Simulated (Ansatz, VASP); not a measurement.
Given: the input of a run of VASP 6.6.1 on GeBi3. Atoms were shifted at random by some hundredths of an Å from the given cell, which wasn't relaxed again for these runs. The cell comes from a database or a generator and needn't be the stable form of this composition.

Contents of INCAR:

```
ALGO     = Normal         # electronic algorithm
EDIFF    = 1E-7           # SCF threshold, eV
ENCUT    = 520            # plane-wave cutoff, eV
GGA      = PE             # functional
ISIF     = 2              # what is computed and relaxed
ISMEAR   = -1             # smearing method
LASPH    = True           # aspherical terms in the spheres
LCHARG   = True           # write CHGCAR
LELF     = True           # ELF
LREAL    = False          # projectors in reciprocal space
LVHAR    = True         
LWAVE    = False          # write WAVECAR
NBANDS   = 38             # bands
NELM     = 60             # most SCF steps
PREC     = Accurate       # precision mode
SIGMA    = 0.05           # smearing width, eV
```

KPOINTS

```
k-points
0
Gamma
  6 6 6
```

Contents of POSCAR:

```
GeBi3
1.0
    0.0000000000      3.8668210000      3.8668210000
    3.8668210000      0.0000000000      3.8668210000
    3.8668210000      3.8668210000      0.0000000000
Bi Ge
3 1
Direct
    0.4965450000      0.5036770000      0.4918910000
    0.7439910000      0.7531350000      0.7500080000
    0.2477040000      0.2495500000      0.2543180000
   -0.0014000000      0.0025150000     -0.0017910000
```

Potentials or basis: VASP PAW PBE potentials, release 64 (Bi_d, Ge_d).

Command:

```sh
$ cat potpaw_PBE.64/Bi_d/POTCAR potpaw_PBE.64/Ge_d/POTCAR > POTCAR
$ mpirun -np 1 vasp_std > vasp.out
```

Q: What does the same run look like in Ansatz 0.2.0? Potentials or basis there: Ansatz PAW, cutoff 420 eV.

A: As run (cutoffs and basis follow the program's own potentials, and thresholds, step limits or extra output files can differ):

The input input.yaml:

```yaml
crystal:
  lattice:
    - [0.0, 3.866821, 3.866821]
    - [3.866821, 0.0, 3.866821]
    - [3.866821, 3.866821, 0.0]
  atoms:
    - { symbol: Bi, position: [0.496545, 0.503677, 0.491891] }
    - { symbol: Bi, position: [0.743991, 0.753135, 0.750008] }
    - { symbol: Bi, position: [0.247704, 0.24955, 0.254318] }
    - { symbol: Ge, position: [-0.0014, 0.002515, -0.001791] }
hamiltonian:
  xc: pbe
  pseudopotentials: { kind: paw }
kpoints:
  mp_grid: { grid: [6, 6, 6] }
scf:
  occupations: { method: fermi_dirac, width: 0.05 }
output:
  forces: true
  stress: true
  eigenvalues: true
```

Potentials or basis: Ansatz PAW.

Command:

```sh
$ ansatz run input.yaml --threads 2 --pin off --max-ram 5120MiB --backend cpu --events-out ev --progress --plain --runs-dir out
```

Both were run:

|  | VASP | Ansatz |
| --- | --- | --- |
| Pressure | 1.0 GPa | 1.1 GPa |

Ansatz's pressure holds a Pulay term of +0.03 GPa for its cutoff of 420 eV, which the other run lacks.

Where Ansatz's input types no cutoff or centring, it takes its own default and a Γ-centred mesh.

The undisturbed cell isn't at this level's minimum, so the move can lower the energy.

Pressure is positive in compression.
